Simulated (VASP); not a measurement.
Given:

```
CELL_PARAMETERS angstrom
      2.24069    -3.88098     0.00000
      2.24069     3.88098     0.00000
      0.00000     0.00000     6.00604
ATOMIC_POSITIONS crystal
  Te 0.00000 0.27300 0.66667
  Te 0.72700 0.72700 0.00000
  Te 0.27300 0.00000 0.33333
```

Calculation: optB88-vdW, VASP's PBE PAW potentials (set 64) (plane waves; VASP). Run with 520 eV cut-off, Gaussian smearing of 0.050 eV, potentials Te.

Unless said otherwise, spin-orbit coupling is left out, though it shifts the bands of the heavy elements here.

Q: Give the energies of bands 4 to 12 at the high-symmetry points, in eV from the valence-band maximum.

A: 
```json
[
 {"band": "4", "Γ": "-2.85", "M": "-4.59", "K": "-4.22", "A": "-3.73", "L": "-5.42", "H": "-4.91"},
 {"band": "5", "Γ": "-2.62", "M": "-4.20", "K": "-4.22", "A": "-2.51", "L": "-3.45", "H": "-4.79"},
 {"band": "6", "Γ": "-2.62", "M": "-3.44", "K": "-2.96", "A": "-2.51", "L": "-3.45", "H": "-4.79"},
 {"band": "7", "Γ": "-1.58", "M": "-3.39", "K": "-2.96", "A": "-1.22", "L": "-2.36", "H": "-0.84"},
 {"band": "8", "Γ": "-1.58", "M": "-0.89", "K": "-2.84", "A": "-0.91", "L": "-2.05", "H": "-0.01"},
 {"band": "9", "Γ": "-0.84", "M": "-0.73", "K": "-2.61", "A": "-0.91", "L": "-0.20", "H": "-0.01"},
 {"band": "10", "Γ": "0.96", "M": "0.79", "K": "2.75", "A": "0.45", "L": "0.69", "H": "0.14"},
 {"band": "11", "Γ": "0.96", "M": "0.83", "K": "2.75", "A": "0.45", "L": "1.90", "H": "1.23"},
 {"band": "12", "Γ": "1.58", "M": "3.10", "K": "2.98", "A": "0.46", "L": "2.48", "H": "1.23"}
]
```

The gap is indirect, 0.14 eV, from the valence maximum at L-H at 0.89 to the conduction minimum at H.

The compound is Te in the trig structure. It was relaxed first.
